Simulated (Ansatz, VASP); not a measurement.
# Cross-check of PtSe2 (PtSe2 monolayer (from P-3m1)) between VASP and Ansatz

One calculation is typed for both programs; each brings its own data sets. How far apart do they land? Of the first pair: The structure shown is the start of the Ansatz relaxation below; VASP solves that cell, so the two are compared at the walk's first step.

Calculated with Ansatz 0.2.0; plane waves, with VASP 6.6.1 beside it; single point at PBEsol.

### 1. Starting point

The cell holds 3 atoms: 1 Pt and 2 Se. Cell: a = 3.724 Å, b = 3.724 Å, c = 28.862 Å, α = 90.0°, β = 90.0°, γ = 120.0°. Vacuum lies along c. The height across the vacuum is the one that the program set for its solve, not the one typed.

### 2. Ansatz: relaxation, PBEsol

Ansatz runs on its default PAW (the set named soft_2) files.

The two programs are compared at the cell with which this relaxation starts, whose forces are those of its first step.

Contents of input.yaml:

```yaml
crystal:
  lattice:
    - [3.724, 0.0, 0.0]
    - [-1.862, 3.225079, 0.0]
    - [0.0, 0.0, 26.531]
  atoms:
    - { symbol: Pt, position: [0.3333333, 0.6666667, 0.5] }
    - { symbol: Se, position: [0.0, 0.0, 0.5476989] }
    - { symbol: Se, position: [0.6666667, 0.3333333, 0.4523011] }
  periodic: [true, true, false]
basis:
  ecutwfc: 420
  xc_grid: 2
hamiltonian:
  xc: pbesol
kpoints:
  mp_grid: { grid: [10, 10, 1] }
scf:
  occupations: { method: fermi_dirac, width: 0.02 }
  max_iter: 60
relax:
  f_tol: 0.005
  max_steps: 60
  cell: {}
output:
  forces: true
checkpoint:
  write: "../cell.run"
  compress: false
  write_wavefunctions: false
  write_every: 100000
```

Started as:

```sh
$ ansatz run input.yaml --threads 4 --pin off --max-ram 9420MiB --backend cpu --events-out ev --progress --plain --runs-dir out
```

Numbers of over 12 decimals in the logs are rounded to 6 here.

The log of the run:

```text
Warning: crystal.periodic: the lattice vector that does not repeat stood 0.000° off the slab's normal, 26.531 Å along it as the deck builds it. The run solves the slab on a vector along the normal, 28.862 Å long, with every atom where it was (on the deck's vector they left 24.00 Å outside them, and the widest stretch free of ions among them is 1.27 Å). A fractional position that the run reports is one of the run's ce [...]
crystal.periodic: the lattice vector that does not repeat stood 0.000° off the slab's normal, 26.531 Å along it as the deck builds it. The run solves the slab on a vector along the normal, 28.862 Å long, with every atom where it was (on the deck's vector they left 24.00 Å outside them, and the widest stretch free of ions among them is 1.27 Å). A fractional position that the run reports is one of the run's cell, which [...]
Engine: ansatz 0.2.0, aarch64-unknown-linux-gnu
Pseudopotentials: kind: paw
Pseudopotential: Pt, paw, valence charge 18, recommended cutoff 420 eV (normal), Pt.paw.azcp
Pseudopotential: Se, paw, valence charge 16, recommended cutoff 420 eV (normal), Se.paw.azcp
Functional definition: PBEsol
  exchange = pbesol_x
  correlation = pbesol_c
Crystal: 3 atoms, lattice volume = 346.638 Å³
Basis set: ecut = 420 eV, 6817 PW (Γ), exchange–correlation on 50×50×400 points (8 copies of the dense FFT grid, shifted against one another)
Bands: 30, of which v1, the nominal top of the filled ones, is band 25 counted from 1 (24 counted from 0)
Symmetry: 12 space group operations
Space group: P-3m1 (ITA 164), of the structure as read, at distance tolerance 7.0e-5 Å
k-points: 14 of 100
Non-local potential: Pt, projectors of the file, l = 0: 3, l = 1: 2, l = 2: 2, l = 3: 1
Non-local potential: Se, projectors of the file, l = 0: 2, l = 1: 2, l = 2: 3, l = 3: 1
PAW form: soft (Blöchl's): semilocal exchange-correlation on the pseudo side does not see the compensation charge
PAW frozen core: Pt, regenerated for the run's functional, and the local potential with it (the file was generated under x = pbe(κ = 0.804, μ = 0.219515), c = pbe(β = 0.066725))
PAW frozen core: Se, regenerated for the run's functional, and the local potential with it (the file was generated under x = pbe(κ = 0.804, μ = 0.219515), c = pbe(β = 0.066725))
PAW one-centre angular grid: Pt, 590 points (default); XC on 64 Gauss nodes
PAW one-centre angular grid: Se, 590 points (default); XC on 64 Gauss nodes
Initial density: superposition of atomic densities (neutral atoms: chi_scale 0, normalization atom), corrected by the library's trained network
Initial wavefunctions: pseudopotential atomic-orbital guess
Functional: x = pbesol(κ = 0.804, μ = 0.123457), c = pbesol(β = 0.046)
SCF iter   1: F=—  HF=-23233.341665 eV  |F-HF|=—  |Δ(HF+E_count)|=         —  Δρ=1.62e-3  dr2=8.40e-3  ethr=1.77e-3  ⟨swp⟩=14.9  Hψ=2815  notcnv=0
[...]
SCF iter   2: F=—  HF=-23233.337419 eV  |F-HF|=—  |Δ(HF+E_count)|=   7.49e-4  Δρ=7.44e-4  dr2=8.05e-4  ethr=7.54e-6  ⟨swp⟩=2.5  Hψ=672  notcnv=0
SCF iter   3: F=—  HF=-23233.337475 eV  |F-HF|=—  |Δ(HF+E_count)|=   5.55e-5  Δρ=4.57e-4  dr2=1.09e-3  ethr=1.61e-6  ⟨swp⟩=3.0  Hψ=958  notcnv=0
SCF iter   4: F=—  HF=-23233.337297 eV  |F-HF|=—  |Δ(HF+E_count)|=   1.78e-4  Δρ=8.19e-5  dr2=2.02e-5  ethr=1.61e-6  ⟨swp⟩=2.9  Hψ=703  notcnv=0
SCF iter   5: F=—  HF=-23233.337245 eV  |F-HF|=—  |Δ(HF+E_count)|=   5.15e-5  Δρ=2.33e-5  dr2=1.61e-6  ethr=4.03e-8  ⟨swp⟩=3.5  Hψ=790  notcnv=0
SCF iter   6: F=—  HF=-23233.337246 eV  |F-HF|=—  |Δ(HF+E_count)|=   6.56e-7  Δρ=6.27e-6  dr2=3.04e-7  ethr=6.00e-10  ⟨swp⟩=7.7  Hψ=2007  notcnv=0
SCF iter   7: F=-23233.337246 eV  HF=-23233.337246 eV  |F-HF|=2.04e-9  |Δ(HF+E_count)|=   2.23e-8  Δρ=1.44e-6  dr2=1.22e-8  ethr=6.00e-10  ⟨swp⟩=5.0  Hψ=1378  notcnv=0
SCF 2 converged in 7 iterations: F = -23233.337246 eV  dr2 = 1.22e-8
relax step   2: F+E_penalty+E_count = -23233.33724602 eV  Δ(F+E_penalty+E_count) = -2.186e-3 eV  max|allowed force component| = 2.196e-1 eV/Å  Δτ_max = 0.0495 Å  P = -0.574 N/m  Ω = 341.830 Å³  energy of the carried Pulay correction = +1.753e-4 eV  fix = [c, alpha, beta]  reactions: c -0.000 N/m  (7 SCF iters, dr2 threshold 3.00e-7 eV, accepted)
[...]
relax step   3: F+E_penalty+E_count = -23233.34121012 eV  Δ(F+E_penalty+E_count) = -3.964e-3 eV  max|allowed force component| = 1.337e-2 eV/Å  Δτ_max = 0.0203 Å  P = -0.121 N/m  Ω = 342.832 Å³  energy of the carried Pulay correction = +1.386e-4 eV  fix = [c, alpha, beta]  reactions: c -0.000 N/m  (6 SCF iters, dr2 threshold 3.00e-7 eV, accepted)
[...]
relax step   4: F+E_penalty+E_count = -23233.34128775 eV  Δ(F+E_penalty+E_count) = -7.763e-5 eV  max|allowed force component| = 1.443e-3 eV/Å  Δτ_max = 0.0003 Å  P = -0.031 N/m  Ω = 342.425 Å³  energy of the carried Pulay correction = +1.535e-4 eV  fix = [c, alpha, beta]  reactions: c -0.000 N/m  (5 SCF iters, dr2 threshold 2.35e-8 eV, accepted)
[...]
relax step   5: F+E_penalty+E_count = -23233.34113213 eV  Δ(F+E_penalty+E_count) = +1.556e-4 eV  max|allowed force component| = 1.390e-3 eV/Å  Δτ_max = 0.0000 Å  P = -0.030 N/m  Ω = 342.425 Å³  fix = [c, alpha, beta]  reactions: c -0.000 N/m  stress off target by 3.03e-2 N/m on what of the cell is left free  SCF on the basis re-selected at this cell (its energy is not comparable with the rows above)  (6 SCF iters)
basis re-selected at this cell: Δ(F+E_penalty+E_count) = +1.556e-4 eV, ΔP = +0.000 N/m vs the last step (what re-selecting the basis moved, of the pressure what is left beyond the Pulay correction that the steps carried, after the strain that the cell walked since its last selection, with what the two solves' SCF thresholds leave and, on support functions, any second-order correction that the steps lacked; it is no m [...]
SCF converged after 6 iterations
Free energy (F): -23233.341132 eV
Harris-Foulkes:  -23233.341132 eV  (|F-HF|=1.46e-10)
Internal energy: -23233.341132 eV  (E = F + TS)
E sigma→0 (E₀):  -23233.341132 eV
Fermi energy:    -5.002470 eV
--- Per-component energies (eV) ---
  E_band       = -1852.650938
  E_kinetic    = 874.442880
  E_local      = -119240.572259  (includes V_loc(G=0)·N_el)
  E_nonlocal   = -981.594882
  E_hartree    = 58925.556595
  E_xc         = -466.688711
  E_vxc        = -498.146734  (∫ρ·V_xc dr)
  E_paw        = -13053.181658  (= ΣΔE_a)
  E_vpaw       = 142.107833  (= ΣTr[D̂ρ^β])
  E_aug_tail   = -0.000992  (compensation charges beyond the density's cutoff)
  E_ewald      = 50706.394013
  E_core_change = 2.303882  (= ΣΔE_core)
  E_smearing   = -0.000000  (= −TS)
  E_closure    = 0.000000  (closes the sum)
  Σ components = -23233.341132   (vs F -23233.341132, Δ=0.00e0)
--- Forces (eV/Å), atoms counted from 1 ---
  atom   1  Pt     0.00000000     0.00000000     0.00000000
  atom   2  Se    -0.00000000     0.00000000    -0.00139028
  atom   3  Se     0.00000000    -0.00000000     0.00139028
  max |Σ_I F_I| component: 0.00e0 eV/Å
--- 2D stress c σ (N/m, compression-positive) ---
       -0.030253      -0.000000      -0.000000
       -0.000000      -0.030253       0.000000
       -0.000000       0.000000      -0.000000
  P = ½ c Tr σ = -0.0303 N/m
--- Relaxed structure (4 steps of the walk, 4 accepted, 1 SCFs on fresh bases) ---
  F+E_penalty+E_count = -23233.34113213 eV   max|allowed force component| = 1.390e-3 eV/Å   (the final SCF, on the basis selected at the relaxed cell)
  cell:  # Å, volume = 342.4254 Å³
    - [3.701302, 0, 0]
    - [-1.850651, 3.205421, 0]
    - [0, 0, 28.861998]
  atoms:
    - { symbol: Pt, position: [0.333333, 0.666667, 0.459618] }
    - { symbol: Se, position: [5.856741052821881e-19, 0, 0.504486] }
    - { symbol: Se, position: [0.666667, 0.333333, 0.414751] }
```

In the SCF lines HF is the Harris–Foulkes energy and dr2 the Hartree energy of the density residual, in eV; the loop may stop once dr2 is under the threshold and the program's other checks hold. Hψ counts applications of the Hamiltonian.

### 3. VASP: single point, PBEsol, start cell, pair 1

The same cell, functional, mesh and smearing now go to VASP, with its own data sets.

Lines of VASP's logs that name or quote its potential files are left out, and so is its time.

Contents of INCAR:

```
SYSTEM = PtSe2
PREC = Accurate
ENCUT = 400
EDIFF = 1E-06
NELM = 120
ISMEAR = -1
SIGMA = 0.02
LREAL = .FALSE.
ALGO = Normal
GGA = PS
NBANDS = 17
LASPH = .TRUE.
LORBIT = 11
LWAVE = .FALSE.
LCHARG = .FALSE.
ISIF = 2
LDIPOL = .TRUE.
IDIPOL = 3
DIPOL = 0.5 0.5 0.46
LVHAR = .TRUE.
GGA_COMPAT = .FALSE.
EFERMI = MIDGAP
NELMDL = -8
```

Contents of POSCAR:

```
PtSe2
1.0
    3.7240000000      0.0000000000      0.0000000000
   -1.8620000000      3.2250790000      0.0000000000
    0.0000000000      0.0000000000     28.8619980000
Pt Se
1 2
Direct
    0.3333333850      0.6666667700      0.4596182149
    0.0000000517      0.0000001033      0.5034647982
    0.6666667183      0.3333334367      0.4157716316
```

Contents of KPOINTS:

```
Automatic mesh
0
Gamma
10 10 1
0 0 0
```

Potentials, in the order of the species: Pt and Se (PBE family, release 64).

Started as:

```sh
$ mpirun -np 1 vasp_std
```

The log of the run:

```text
[banner, memory and clock lines left out]
running    1 mpi-ranks, on    1 nodes
 distrk:  each k-point on    1 cores,    1 groups
 distr:  one band on    1 cores,    1 groups

 POSCAR found type information on POSCAR PtSe
 POSCAR found :  2 types and       3 ions
|                                                                             |
|               ----> ADVICE to this user running VASP <----                  |
|                                                                             |
|     You enforced a specific xc type in the INCAR file but a different       |
|     [... a line on the potential file left out ...]
|     I HOPE YOU KNOW WHAT YOU ARE DOING!                                     |
|                                                                             |

 LDA part: xc-table for (Slater+PW92), standard interpolation
 POSCAR, INCAR and KPOINTS ok, starting setup
 FFT: planning ... GRIDC
 FFT: planning ... GRID_SOFT
 FFT: planning ... GRID
 WAVECAR not read
 entering main loop
       N       E                     dE             d eps       ncg     rms          rms(c)
DAV:   1     0.165236159208E+03    0.16524E+03   -0.59862E+03   476   0.739E+02
DAV:   2     0.155724631961E+01   -0.16368E+03   -0.15490E+03   786   0.150E+02
DAV:   3    -0.164185621651E+02   -0.17976E+02   -0.17656E+02   588   0.652E+01
DAV:   4    -0.167029411153E+02   -0.28438E+00   -0.28388E+00   646   0.955E+00
DAV:   5    -0.167078153349E+02   -0.48742E-02   -0.48730E-02   659   0.118E+00
DAV:   6    -0.167079792855E+02   -0.16395E-03   -0.16395E-03   693   0.191E-01
DAV:   7    -0.167079831423E+02   -0.38568E-05   -0.38567E-05   695   0.266E-02
DAV:   8    -0.167079832127E+02   -0.70443E-07   -0.70449E-07   598   0.286E-03    0.132E+01
DAV:   9    -0.159908367969E+02    0.71715E+00   -0.51047E+00   541   0.203E+01    0.698E+00
DAV:  10    -0.158441973582E+02    0.14664E+00   -0.15008E+00   547   0.117E+01    0.322E+00
DAV:  11    -0.157768235042E+02    0.67374E-01   -0.13241E-01   615   0.360E+00    0.695E-01
DAV:  12    -0.157739729563E+02    0.28505E-02   -0.28501E-02   646   0.132E+00    0.209E-01
DAV:  13    -0.157740728732E+02   -0.99917E-04   -0.11378E-03   595   0.226E-01    0.210E-01
DAV:  14    -0.157741134258E+02   -0.40553E-04   -0.27072E-05   649   0.430E-02    0.208E-01
[...]
DAV:  21    -0.157742228584E+02   -0.88441E-05   -0.43272E-06   568   0.127E-02    0.425E-02
DAV:  22    -0.157742336248E+02   -0.10766E-04   -0.17993E-05   543   0.212E-02    0.791E-03
DAV:  23    -0.157742410088E+02   -0.73840E-05   -0.11618E-06   506   0.571E-03    0.102E-03
DAV:  24    -0.157742519123E+02   -0.10904E-04   -0.15589E-06   473   0.596E-03    0.727E-03
DAV:  25    -0.157742546527E+02   -0.27403E-05   -0.43148E-07   504   0.339E-03    0.277E-03
DAV:  26    -0.157742565285E+02   -0.18758E-05   -0.41325E-07   529   0.311E-03    0.165E-03
DAV:  27    -0.157742582536E+02   -0.17251E-05   -0.49696E-08   504   0.137E-03    0.168E-03
DAV:  28    -0.157742586403E+02   -0.38674E-06   -0.66342E-09   530   0.392E-04
   1 F= -.15774259E+02 E0= -.15774259E+02  d E =-.972592E-17
```

Parts of OUTCAR (step 3):

```text
ion  position               nearest neighbor table
   1  0.333  0.667  0.460-   3 2.49   2 2.49   3 2.49   2 2.49   3 2.49   2 2.49
   2  0.000  0.000  0.503-   1 2.49   1 2.49   1 2.49
   3  0.667  0.333  0.416-   1 2.49   1 2.49   1 2.49

  LATTYP: Found a hexagonal cell.
 ALAT       =     3.7240000000
 C/A-ratio  =     7.7502679914

 Subroutine GETGRP returns: Found 12 space group operations
 (whereof  6 operations were pure point group operations)

The static configuration has the point symmetry C_3v.
 The point group associated with its full space group is D_3d.

 Found     14 irreducible k-points:

   k-points           NKPTS =     14   k-points in BZ     NKDIM =     14   number of bands    NBANDS=     17

   dimension x,y,z NGX =    24 NGY =   24 NGZ =  192
   dimension x,y,z NGXF=    48 NGYF=   48 NGZF=  384

   ENCUT  =  400.0 eV  29.40 Ry    5.42 a.u.   6.07  6.07 47.07*2*pi/ulx,y,z

   NELECT =      22.0000    total number of electrons

 k-points in reciprocal lattice and weights: Automatic mesh
   0.00000000  0.00000000  0.00000000       0.010
   0.10000000  0.00000000  0.00000000       0.060
   0.20000000  0.00000000  0.00000000       0.060
   0.30000000 -0.00000000  0.00000000       0.060
   0.40000000 -0.00000000  0.00000000       0.060
   0.50000000 -0.00000000  0.00000000       0.030
   0.10000000  0.10000000  0.00000000       0.060
   0.20000000  0.10000000  0.00000000       0.120
   0.30000000  0.10000000  0.00000000       0.120
[...]
0.40000000  0.20000000  0.00000000       0.060
   0.30000000  0.30000000  0.00000000       0.060

 dipolmoment           0.000000      0.000000      0.000004 electrons x Angstroem

 average (electrostatic) potential at core
       1 -77.7393       2 -61.6934       3 -61.6934

 E-fermi :  -3.0886

 k-point     1 :       0.0000    0.0000    0.0000
  band No.  band energies     occupation
    ...
      7      -6.7783      2.00000
      8      -4.9676      2.00000
      9      -4.3800      2.00000
     10      -3.8702      2.00000
     11      -3.8702      2.00000
     12      -0.7131      0.00000
     13      -0.7131      0.00000
     14       0.8387      0.00000
     15       1.3837      0.00000
     16       1.7878      0.00000
    ...

 k-point     2 :       0.1000    0.0000    0.0000
  band No.  band energies     occupation
    ...
      7      -6.8590      2.00000
      8      -5.3622      2.00000
      9      -4.1821      2.00000
     10      -3.8961      2.00000
     11      -3.8746      2.00000
     12      -1.4220      0.00000
     13      -0.8823      0.00000
     14       1.2090      0.00000
     15       1.6700      0.00000
     16       2.0916      0.00000
    ...

 k-point     3 :       0.2000    0.0000    0.0000
  band No.  band energies     occupation
    ...
      7      -7.0004      2.00000
      8      -5.9215      2.00000
      9      -4.1242      2.00000
     10      -4.0476      2.00000
     11      -3.8614      2.00000
     12      -2.3531      0.00000
     13      -1.1120      0.00000
     14       1.8729      0.00000
     15       2.0594      0.00000
     16       2.2268      0.00000
    ...

  Total       -0.0112519     -0.0112519      0.5007350      0.0000000      0.0000000      0.0000000
  in kB       -0.0520066     -0.0520066      2.3144197      0.0000000      0.0000000      0.0000000
  external PRESSURE =       0.7368022 kB  Pullay stress =       0.0000000 kB

  energy-cutoff  :      400.00
  volume of cell :      346.64
      direct lattice vectors                 reciprocal lattice vectors
     3.724000000  0.000000000  0.000000000     0.268528464  0.155034962  0.000000000
    -1.862000000  3.225079000  0.000000000     0.000000000  0.310069924  0.000000000
     0.000000000  0.000000000 28.861998000     0.000000000  0.000000000  0.034647636

 POSITION                                       TOTAL-FORCE (eV/Angst)
 -----------------------------------------------------------------------------------
      0.00000      2.15005     13.26550         0.000000     -0.000000      0.000000
      0.00000      0.00000     14.53100         0.000000      0.000000      0.209445
      1.86200      1.07503     12.00000        -0.000000     -0.000000     -0.209445
 -----------------------------------------------------------------------------------
    total drift:                               -0.000000     -0.000295      0.000118

  FREE ENERGIE OF THE ION-ELECTRON SYSTEM (eV)
  ---------------------------------------------------
  free  energy   TOTEN  =       -15.7742586403 eV

  energy  without entropy=      -15.7742586403  energy(sigma->0) =      -15.77425864

 vacuum level on the upper side and lower side of the slab         1.944         1.944

 total charge
# of ion       s       p       d       tot
------------------------------------------
    1        0.686   0.732   8.018   9.436
    2        1.477   2.252   0.062   3.791
    3        1.477   2.252   0.062   3.791
--------------------------------------------------
tot          3.640   5.237   8.142  17.019

[... 3 further parts left out ...]
```

The PAW data sets were made with PBE, which is usual practice but a small mismatch for other functionals.

### 4. Side by side

Known differences besides the potentials themselves: Ansatz cuts the interaction across the vacuum, VASP repeats the sheet with a dipole correction; the data sets hold 50 valence electrons in Ansatz (on its default PAW (the set named soft_2) files) and 22 in VASP; the cutoff is 420 eV in Ansatz and 400 eV in VASP; Ansatz makes its cores anew for this functional, VASP keeps those of its PBE data sets. Total energies have different zeros and are not compared.

Forces (eV/Å; atoms numbered as in POSCAR):

| atom | Ansatz x, y, z | VASP x, y, z |
| --- | --- | --- |
| Pt1 | 0.000, 0.000, 0.000 | 0.000, 0.000, 0.000 |
| Se2 | 0.000, 0.000, 0.197 | 0.000, 0.000, 0.209 |
| Se3 | 0.000, 0.000, -0.197 | 0.000, 0.000, -0.209 |

The forces differ by 5.6 meV/Å r.m.s., which is 5.7 % of the r.m.s. force of 0.099 eV/Å (both taken over all components). With vacuum in the cell, a pressure given here is an average over mostly empty space and none of the material.

(Continued in part 2 of 2.)

[Lines on the potential files, build, host, timing and source positions are cut from VASP's logs without a mark.]

[Logs are printed without paths, hosts, clocks, repeated set-up lines and the standing remarks that a program may print on its own settings, such as how far it seeks lower states.]

[Hosts, paths, dates, database ids (printed as entryN), source tags and the programs' standing remarks are cut or masked in the printed files.]
